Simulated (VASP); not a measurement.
# A VASP study of SiN (vdW-DF): structure first, properties next, part 4 of 6

Wanted: the relaxed cell of SiN and its properties. The cell is invented: it takes the structure of a Materials Project entry for HfTiN2 (space group 166 there), with some of its atoms replaced by other elements, volume scaled by an estimate. It may not be a known or stable phase.

VASP 6.6.1, plane waves and PAW; the level of theory is named at each step.

So far. Step 6 (Total and projected DOS (vdW-DF)): The finer mesh and the other smearing move the Fermi level by -0.01 eV from the 9×9×9 run, a small shift, which tests the Fermi level alone. Of the states within 0.3 eV of the Fermi level, the largest shares in the PAW spheres are N p 34 %, Si p 15 % and Si s 5 %. The rest lies in smaller channels or between the spheres. Step 7 (Volume scan with vdW-DF, volume scale 0.94): The pressure here is 12.55 GPa.

## (8) Volume scan with vdW-DF, volume scale 0.96

Level of this step: vdW-DF; plane waves and PAW (Si, N); invented cell (VASP).

The input, INCAR:

```
SYSTEM = SiN
PREC = Accurate
ENCUT = 520
EDIFF = 1E-06
NELM = 100
ISMEAR = 0
SIGMA = 0.05
LREAL = .FALSE.
ALGO = Normal
GGA = RE
AGGAC = 0
LUSE_VDW = .TRUE.
LASPH = .TRUE.
NBANDS = 15
LORBIT = 11
LWAVE = .FALSE.
LCHARG = .FALSE.
KPAR = 2
ISIF = 2
```

The input, POSCAR:

```
SiN
1.0
    1.4094123294      0.8137247692      5.6097666006
   -1.4094123294      0.8137247692      5.6097666006
    0.0000000000     -1.6274495383      5.6097666006
Si N
2 2
Direct
    0.5000000000      0.5000000000      0.5000000000
    0.0000000000      0.0000000000      0.0000000000
    0.2246857559      0.2246857559      0.2246857559
    0.7753142441      0.7753142441      0.7753142441
```

The input, KPOINTS:

```
Automatic mesh
0
Gamma
9 9 9
0 0 0
```

Potentials, in the order of the species: Si and N (PBE family, release 64).

The run is started by

```console
> mpirun -np 2 vasp_std
```

What it wrote:

```text
[... set-up lines as in an earlier step ...]
 entering main loop
       N       E                     dE             d eps       ncg     rms          rms(c)
DAV:   1     0.591428578503E+02    0.59143E+02   -0.89111E+03  2566   0.108E+03
DAV:   2    -0.200092981758E+02   -0.79152E+02   -0.73023E+02  3355   0.211E+02
DAV:   3    -0.236172471420E+02   -0.36079E+01   -0.35917E+01  3474   0.487E+01
DAV:   4    -0.236399572740E+02   -0.22710E-01   -0.22703E-01  3047   0.409E+00
DAV:   5    -0.236401838487E+02   -0.22657E-03   -0.22655E-03  3565   0.384E-01    0.132E+01
DAV:   6    -0.193885343748E+02    0.42516E+01   -0.15329E+01  3390   0.302E+01    0.544E+00
DAV:   7    -0.193939639537E+02   -0.54296E-02   -0.15416E+00  3145   0.932E+00    0.306E+00
DAV:   8    -0.194124185117E+02   -0.18455E-01   -0.81716E-02  3285   0.231E+00    0.118E+00
DAV:   9    -0.194203711199E+02   -0.79526E-02   -0.12144E-02  3341   0.104E+00    0.203E-01
DAV:  10    -0.194208548424E+02   -0.48372E-03   -0.18502E-03  3362   0.340E-01    0.998E-02
DAV:  11    -0.194210452690E+02   -0.19043E-03   -0.41709E-04  3152   0.166E-01    0.443E-02
DAV:  12    -0.194210607917E+02   -0.15523E-04   -0.74904E-05  3271   0.694E-02    0.142E-02
DAV:  13    -0.194210597700E+02    0.10217E-05   -0.39538E-06  3502   0.176E-02    0.263E-03
DAV:  14    -0.194210597535E+02    0.16540E-07   -0.49614E-07  1954   0.560E-03
   1 F= -.19421060E+02 E0= -.19420452E+02  d E =-.121573E-02
```

Run time: 2.3 min. Hardware: 2 MPI ranks of Intel Xeon 6975P-C (Granite Rapids), shared host; peak memory 1.6 GiB; 4.6 min of CPU time.

OUTCAR, selected parts (step 8):

```text
   ENCUT  =  520.0 eV  38.22 Ry    6.18 a.u.  10.86 10.86 10.86*2*pi/ulx,y,z

   NELECT =      18.0000    total number of electrons

 E-fermi :   9.9118

 k-point     1 :       0.0000    0.0000    0.0000
  band No.  band energies     occupation
    ...
      5       7.4032      2.00000
      6       7.7641      2.00000
      7       7.7641      2.00000
      8       8.6391      2.00000
      9       8.6391      2.00000
     10      15.2570      0.00000
     11      16.3803      0.00000
     12      17.2792      0.00000
     13      17.7183      0.00000
     14      17.7183      0.00000
    ...

Total vdW correction in eV:      2.1455061

  Total        1.8306135      1.8306144      2.0844563      0.0000000      0.0000000      0.0000000
  in kB       75.9793563     75.9793902     86.5150653      0.0000000      0.0000000      0.0000000
  external PRESSURE =      79.4912706 kB  Pullay stress =       0.0000000 kB

 POSITION                                       TOTAL-FORCE (eV/Angst)
 -----------------------------------------------------------------------------------
      0.00000      0.00000      8.41465        -0.000000      0.000000     -0.000000
      0.00000      0.00000      0.00000         0.000000      0.000000     -0.000000
      0.00000      0.00000      3.78130         0.000000      0.000000      0.331627
      0.00000      0.00000     13.04800         0.000000     -0.000000     -0.331627
 -----------------------------------------------------------------------------------
    total drift:                                0.000000      0.000000      0.000000

  FREE ENERGIE OF THE ION-ELECTRON SYSTEM (eV)
  ---------------------------------------------------
  free  energy   TOTEN  =       -19.4210597535 eV

  energy  without entropy=      -19.4198440223  energy(sigma->0) =      -19.42045189

Total vdW correction in eV:      2.1455276

[... 3 parts as in an earlier step ...]

[... 13 further parts left out ...]
```

This step gave:

* SCF cycles: 14
* free energy (TOTEN): -19.42 eV
* energy at zero smearing: -19.42 eV
* Fermi energy: 9.912 eV
* pressure: 7.949 GPa

Force by atom:

| atom | x (eV/Å) | y (eV/Å) | z (eV/Å) | size |
| --- | --- | --- | --- | --- |
| Si1 | 0.000 | 0.000 | 0.000 | 0.000 |
| Si2 | 0.000 | 0.000 | 0.000 | 0.000 |
| N3 | 0.000 | 0.000 | 0.332 | 0.332 |
| N4 | 0.000 | 0.000 | -0.332 | 0.332 |

The pressure falls from 12.55 to 7.95 GPa.

The run ends at a pressure of 7.95 GPa, with forces up to 0.33 eV/Å.

## (9) Volume scan with vdW-DF, volume scale 0.98

INCAR is that of step 8.

The input, POSCAR:

```
SiN
1.0
    1.4191327216      0.8193368415      5.6484558687
   -1.4191327216      0.8193368415      5.6484558687
    0.0000000000     -1.6386736829      5.6484558687
Si N
2 2
Direct
    0.5000000000      0.5000000000      0.5000000000
    0.0000000000      0.0000000000      0.0000000000
    0.2246857559      0.2246857559      0.2246857559
    0.7753142441      0.7753142441      0.7753142441
```

KPOINTS is that of step 8.

The run is started by

```console
> mpirun -np 2 vasp_std
```

What it wrote:

```text
[... set-up lines as in an earlier step ...]
 entering main loop
       N       E                     dE             d eps       ncg     rms          rms(c)
DAV:   1     0.585970099173E+02    0.58597E+02   -0.88727E+03  2574   0.108E+03
DAV:   2    -0.200801017378E+02   -0.78677E+02   -0.73843E+02  3341   0.212E+02
DAV:   3    -0.236144536595E+02   -0.35344E+01   -0.35209E+01  3544   0.480E+01
DAV:   4    -0.236353783578E+02   -0.20925E-01   -0.20922E-01  3033   0.402E+00
[...]
DAV:  12    -0.194509060705E+02   -0.15466E-04   -0.79320E-05  3271   0.708E-02    0.141E-02
DAV:  13    -0.194509049646E+02    0.11060E-05   -0.42461E-06  3523   0.179E-02    0.278E-03
DAV:  14    -0.194509049625E+02    0.20339E-08   -0.53316E-07  1989   0.582E-03
   1 F= -.19450905E+02 E0= -.19450392E+02  d E =-.102692E-02
```

Run time: 2.3 min. Hardware: 2 MPI ranks; peak memory 1.7 GiB.

From OUTCAR (step 9):

```text
  Total        0.8959420      0.8959424      1.0122733      0.0000000      0.0000000     -0.0000000
  in kB       36.4270476     36.4270639     41.1568273      0.0000000      0.0000000     -0.0000000
  external PRESSURE =      38.0036463 kB  Pullay stress =       0.0000000 kB

 POSITION                                       TOTAL-FORCE (eV/Angst)
 -----------------------------------------------------------------------------------
      0.00000      0.00000      8.47268        -0.000000     -0.000000      0.000000
      0.00000      0.00000      0.00000         0.000000     -0.000000     -0.000000
      0.00000      0.00000      3.80738         0.000000      0.000000      0.154053
      0.00000      0.00000     13.13798         0.000000     -0.000000     -0.154053
 -----------------------------------------------------------------------------------
    total drift:                                0.000000     -0.000000      0.000000

  FREE ENERGIE OF THE ION-ELECTRON SYSTEM (eV)
  ---------------------------------------------------
  free  energy   TOTEN  =       -19.4509049625 eV

  energy  without entropy=      -19.4498780442  energy(sigma->0) =      -19.45039150

[... 1 part as in an earlier step ...]

[... 2 further parts left out ...]
[key lines of the parts left out:]
E-fermi :   9.6196
```

The pressure falls from 7.95 to 3.80 GPa.

The run ends at a pressure of 3.80 GPa, with forces up to 0.15 eV/Å.

## (10) Volume scan with vdW-DF, volume scale 1

INCAR is that of step 9.

The input, POSCAR:

```
SiN
1.0
    1.4287217471      0.8248730692      5.6866222688
   -1.4287217471      0.8248730692      5.6866222688
    0.0000000000     -1.6497461383      5.6866222688
Si N
2 2
Direct
    0.5000000000      0.5000000000      0.5000000000
    0.0000000000      0.0000000000      0.0000000000
    0.2246857559      0.2246857559      0.2246857559
    0.7753142441      0.7753142441      0.7753142441
```

KPOINTS is that of step 9.

The run is started by

```console
> mpirun -np 2 vasp_std
```

What it wrote:

```text
[... set-up lines as in an earlier step ...]
 entering main loop
       N       E                     dE             d eps       ncg     rms          rms(c)
DAV:   1     0.578725516629E+02    0.57873E+02   -0.87796E+03  2550   0.107E+03
DAV:   2    -0.199133058320E+02   -0.77786E+02   -0.72534E+02  3367   0.210E+02
DAV:   3    -0.235903799463E+02   -0.36771E+01   -0.36610E+01  3453   0.487E+01
DAV:   4    -0.236140983971E+02   -0.23718E-01   -0.23714E-01  3096   0.423E+00
[...]
DAV:  12    -0.194609107804E+02   -0.15825E-04   -0.85874E-05  3287   0.730E-02    0.144E-02
DAV:  13    -0.194609095245E+02    0.12559E-05   -0.46658E-06  3495   0.185E-02    0.299E-03
DAV:  14    -0.194609095319E+02   -0.74513E-08   -0.59339E-07  1982   0.613E-03
   1 F= -.19460910E+02 E0= -.19460451E+02  d E =-.917790E-03
```

Elapsed: 2.3 min, on 2 MPI ranks; peak memory 1.6 GiB.

Parts of OUTCAR (step 10):

```text
  Total        0.0150675      0.0150675      0.0069927      0.0000000      0.0000000      0.0000000
  in kB        0.6003603      0.6003606      0.2786210      0.0000000      0.0000000      0.0000000
  external PRESSURE =       0.4931139 kB  Pullay stress =       0.0000000 kB

 POSITION                                       TOTAL-FORCE (eV/Angst)
 -----------------------------------------------------------------------------------
      0.00000      0.00000      8.52993         0.000000      0.000000      0.000000
      0.00000      0.00000      0.00000         0.000000      0.000000     -0.000000
      0.00000      0.00000      3.83311         0.000000     -0.000000     -0.009893
      0.00000      0.00000     13.22676         0.000000      0.000000      0.009893
 -----------------------------------------------------------------------------------
    total drift:                                0.000000      0.000000      0.000000

  FREE ENERGIE OF THE ION-ELECTRON SYSTEM (eV)
  ---------------------------------------------------
  free  energy   TOTEN  =       -19.4609095319 eV

  energy  without entropy=      -19.4599917416  energy(sigma->0) =      -19.46045064

[... 2 parts as in an earlier step ...]

[... 1 further part left out ...]
[key lines of the parts left out:]
E-fermi :   9.3395
```

The pressure falls from 3.80 to 0.05 GPa.

The run ends at a pressure of 0.05 GPa, with forces up to 0.0099 eV/Å.

## (11) Volume scan with vdW-DF, volume scale 1.02

INCAR is that of step 10.

The input, POSCAR:

```
SiN
1.0
    1.4381837563      0.8303359640      5.7242831165
   -1.4381837563      0.8303359640      5.7242831165
    0.0000000000     -1.6606719278      5.7242831165
Si N
2 2
Direct
    0.5000000000      0.5000000000      0.5000000000
    0.0000000000      0.0000000000      0.0000000000
    0.2246857559      0.2246857559      0.2246857559
    0.7753142441      0.7753142441      0.7753142441
```

KPOINTS is that of step 10.

The run is started by

```console
> mpirun -np 2 vasp_std
```

What it wrote:

```text
[... set-up lines as in an earlier step ...]
 entering main loop
       N       E                     dE             d eps       ncg     rms          rms(c)
DAV:   1     0.593210267014E+02    0.59321E+02   -0.87750E+03  2558   0.107E+03
DAV:   2    -0.198197752675E+02   -0.79141E+02   -0.73760E+02  3370   0.209E+02
DAV:   3    -0.235547243203E+02   -0.37349E+01   -0.37198E+01  3537   0.485E+01
DAV:   4    -0.235779146995E+02   -0.23190E-01   -0.23188E-01  2984   0.419E+00
[...]
DAV:  12    -0.194530234863E+02   -0.16644E-04   -0.92418E-05  3244   0.753E-02    0.150E-02
DAV:  13    -0.194530220255E+02    0.14608E-05   -0.51842E-06  3586   0.191E-02    0.318E-03
DAV:  14    -0.194530220485E+02   -0.23053E-07   -0.66910E-07  1968   0.646E-03
   1 F= -.19453022E+02 E0= -.19452587E+02  d E =-.870753E-03
```

The job ended after 2.4 min (2 MPI ranks; peak memory 1.7 GiB; 4.8 min of CPU time).

Parts of OUTCAR (step 11):

```text
  Total       -0.8142813     -0.8142817     -0.9350020      0.0000000     -0.0000000      0.0000000
  in kB      -31.8085936    -31.8086078    -36.5243526      0.0000000     -0.0000000      0.0000000
  external PRESSURE =     -33.3805180 kB  Pullay stress =       0.0000000 kB

 POSITION                                       TOTAL-FORCE (eV/Angst)
 -----------------------------------------------------------------------------------
      0.00000      0.00000      8.58642        -0.000000      0.000000      0.000000
      0.00000      0.00000      0.00000         0.000000      0.000000      0.000000
      0.00000      0.00000      3.85849         0.000000     -0.000000     -0.161201
      0.00000      0.00000     13.31435         0.000000      0.000000      0.161201
 -----------------------------------------------------------------------------------
    total drift:                                0.000000      0.000000      0.000000

  FREE ENERGIE OF THE ION-ELECTRON SYSTEM (eV)
  ---------------------------------------------------
  free  energy   TOTEN  =       -19.4530220485 eV

  energy  without entropy=      -19.4521512954  energy(sigma->0) =      -19.45258667

[... 1 part as in an earlier step ...]

[... 2 further parts left out ...]
[key lines of the parts left out:]
E-fermi :   9.0701
```

The pressure falls from 0.05 to -3.34 GPa.

The run ends at a pressure of -3.34 GPa, with forces up to 0.16 eV/Å.

## (12) Volume scan with vdW-DF, volume scale 1.04

INCAR is that of step 11.

The input, POSCAR:

```
SiN
1.0
    1.4475228735      0.8357279070      5.7614548276
   -1.4475228735      0.8357279070      5.7614548276
    0.0000000000     -1.6714558139      5.7614548276
Si N
2 2
Direct
    0.5000000000      0.5000000000      0.5000000000
    0.0000000000      0.0000000000      0.0000000000
    0.2246857559      0.2246857559      0.2246857559
    0.7753142441      0.7753142441      0.7753142441
```

KPOINTS is that of step 11.

The run is started by

```console
> mpirun -np 2 vasp_std
```

What it wrote:

```text
[... set-up lines as in an earlier step ...]
 entering main loop
       N       E                     dE             d eps       ncg     rms          rms(c)
DAV:   1     0.593245370789E+02    0.59325E+02   -0.87548E+03  2550   0.107E+03
DAV:   2    -0.196884635715E+02   -0.79013E+02   -0.73522E+02  3281   0.209E+02
DAV:   3    -0.235025363192E+02   -0.38141E+01   -0.37932E+01  3530   0.491E+01
DAV:   4    -0.235282629950E+02   -0.25727E-01   -0.25721E-01  3068   0.437E+00
[...]
DAV:  12    -0.194289696168E+02   -0.17355E-04   -0.10166E-04  3296   0.783E-02    0.158E-02
DAV:  13    -0.194289678243E+02    0.17925E-05   -0.58924E-06  3565   0.201E-02    0.338E-03
DAV:  14    -0.194289678633E+02   -0.38987E-07   -0.78141E-07  2115   0.688E-03
   1 F= -.19428968E+02 E0= -.19428537E+02  d E =-.860955E-03
```

The job ended after 2.4 min (2 MPI ranks; peak memory 1.7 GiB).

Parts of OUTCAR (step 12):

```text
  Total       -1.5944009     -1.5944016     -1.8178220      0.0000000     -0.0000000      0.0000000
  in kB      -61.0849710    -61.0849983    -69.6447175      0.0000000     -0.0000000      0.0000000
  external PRESSURE =     -63.9382289 kB  Pullay stress =       0.0000000 kB

 POSITION                                       TOTAL-FORCE (eV/Angst)
 -----------------------------------------------------------------------------------
      0.00000      0.00000      8.64218         0.000000     -0.000000     -0.000000
      0.00000      0.00000      0.00000         0.000000     -0.000000      0.000000
      0.00000      0.00000      3.88355         0.000000     -0.000000     -0.300660
      0.00000      0.00000     13.40081         0.000000      0.000000      0.300660
 -----------------------------------------------------------------------------------
    total drift:                                0.000000      0.000000      0.000000

  FREE ENERGIE OF THE ION-ELECTRON SYSTEM (eV)
  ---------------------------------------------------
  free  energy   TOTEN  =       -19.4289678633 eV

  energy  without entropy=      -19.4281069086  energy(sigma->0) =      -19.42853739

[... 1 part as in an earlier step ...]

[... 2 further parts left out ...]
[key lines of the parts left out:]
E-fermi :   8.8102
```

The pressure falls from -3.34 to -6.39 GPa.

The run ends at a pressure of -6.39 GPa, with forces up to 0.30 eV/Å.

## (13) Volume scan with vdW-DF, volume scale 1.06

A prediction first. A parabola through the 6 pressures of evenly scaled cells so far, P = 0.04 -178.7 t +376 t² GPa with t = ln(V/V₁) and V₁ the volume at scale 1, gives -9.09 GPa at t = +0.0583.

INCAR is that of step 12.

The input, POSCAR:

```
SiN
1.0
    1.4567430130      0.8410511582      5.7981529815
   -1.4567430130      0.8410511582      5.7981529815
    0.0000000000     -1.6821023164      5.7981529815
Si N
2 2
Direct
    0.5000000000      0.5000000000      0.5000000000
    0.0000000000      0.0000000000      0.0000000000
    0.2246857559      0.2246857559      0.2246857559
    0.7753142441      0.7753142441      0.7753142441
```

KPOINTS is that of step 12.

The run is started by

```console
> mpirun -np 2 vasp_std
```

What it wrote:

```text
[... set-up lines as in an earlier step ...]
 entering main loop
       N       E                     dE             d eps       ncg     rms          rms(c)
DAV:   1     0.581552171854E+02    0.58155E+02   -0.87082E+03  2550   0.107E+03
DAV:   2    -0.196114401189E+02   -0.77767E+02   -0.72328E+02  3342   0.206E+02
DAV:   3    -0.234399177715E+02   -0.38285E+01   -0.38102E+01  3495   0.488E+01
DAV:   4    -0.234665525211E+02   -0.26635E-01   -0.26628E-01  3026   0.442E+00
[...]
DAV:  12    -0.193903192834E+02   -0.18592E-04   -0.11400E-04  3239   0.820E-02    0.165E-02
DAV:  13    -0.193903169308E+02    0.23526E-05   -0.69402E-06  3593   0.217E-02    0.361E-03
DAV:  14    -0.193903169806E+02   -0.49756E-07   -0.10015E-06  2224   0.754E-03
   1 F= -.19390317E+02 E0= -.19389877E+02  d E =-.879114E-03
```

The job ended after 2.3 min (2 MPI ranks; peak memory 1.7 GiB).

OUTCAR, selected parts (step 13):

```text
  Total       -2.3278207     -2.3278217     -2.6455591      0.0000000      0.0000000      0.0000000
  in kB      -87.5011627    -87.5012017    -99.4447294      0.0000000      0.0000000      0.0000000
  external PRESSURE =     -91.4823646 kB  Pullay stress =       0.0000000 kB

 POSITION                                       TOTAL-FORCE (eV/Angst)
 -----------------------------------------------------------------------------------
      0.00000      0.00000      8.69723        -0.000000      0.000000     -0.000000
      0.00000      0.00000      0.00000         0.000000      0.000000     -0.000000
      0.00000      0.00000      3.90829         0.000000      0.000000     -0.428906
      0.00000      0.00000     13.48617         0.000000     -0.000000      0.428906
 -----------------------------------------------------------------------------------
    total drift:                                0.000000     -0.000000      0.000000

  FREE ENERGIE OF THE ION-ELECTRON SYSTEM (eV)
  ---------------------------------------------------
  free  energy   TOTEN  =       -19.3903169806 eV

  energy  without entropy=      -19.3894378664  energy(sigma->0) =      -19.38987742

[... 1 part as in an earlier step ...]

[... 2 further parts left out ...]
[key lines of the parts left out:]
E-fermi :   8.5587
```

The pressure falls from -6.39 to -9.15 GPa. The parabola predicted -9.09 GPa, +0.06 GPa off.

## (14) Side by side

Times are for 2 MPI ranks of Intel Xeon 6975P-C (Granite Rapids), shared host. The runs compared:

| no. | volume scale | energy above the lowest point (meV/atom) | pressure (GPa) | time | memory (GiB) |
| --- | --- | --- | --- | --- | --- |
| 1 | 0.94 | 22.97 | 12.55 | 2 min | 1.6 |
| 2 | 0.96 | 10 | 7.949 | 2.3 min | 1.6 |
| 3 | 0.98 | 2.51 | 3.800 | 2.3 min | 1.7 |
| 4 | 1 | 0 | 0.04931 | 2.3 min | 1.6 |
| 5 | 1.02 | 1.97 | -3.338 | 2.4 min | 1.7 |
| 6 | 1.04 | 7.98 | -6.394 | 2.4 min | 1.7 |
| 7 | 1.06 | 17.64 | -9.148 | 2.3 min | 1.7 |

## (15) Fit for vdW-DF

This step: Birch-Murnaghan fit, vdW-DF; plane waves and PAW; invented cell (VASP 6.6.1).

This step runs nothing: it gathers the runs above.

This step gave:

| Item | Value |
| --- | --- |
| pressure derivative of the bulk modulus | 4.097 |
| r.m.s. error of the fit | 2.17e-6 eV/atom |
| minimum inside the sampled range | yes |
| bulk modulus | 177.7 GPa |
| equilibrium volume of the fit | 10.06 Å³/atom |

The energy above the fitted minimum by volume:

| volume (Å³/atom) | energy above the fitted minimum (eV/atom) |
| --- | --- |
| 9.449 | 0.0230 |
| 9.651 | 0.0100 |
| 9.852 | 0.00252 |
| 10.053 | 3.1e-6 |
| 10.254 | 0.00197 |
| 10.455 | 0.00798 |
| 10.656 | 0.0176 |

The fitted volume lies +0.09 % from the relaxed one. The atoms bear forces along the scan, since they were held; freeing them would lower the modulus.

(Continued in part 5 of 6.)

[Lines on the potential files, build, host, timing and source positions are cut from VASP's logs without a mark.]

[Logs are printed without paths, hosts, clocks, repeated set-up lines and the standing remarks that a program may print on its own settings, such as how far it seeks lower states.]

[Hosts, paths, dates, database ids (printed as entryN), source tags and the programs' standing remarks are cut or masked in the printed files.]

[A measured line is paired with the nearest computed mode of its activity, which favours agreement.]
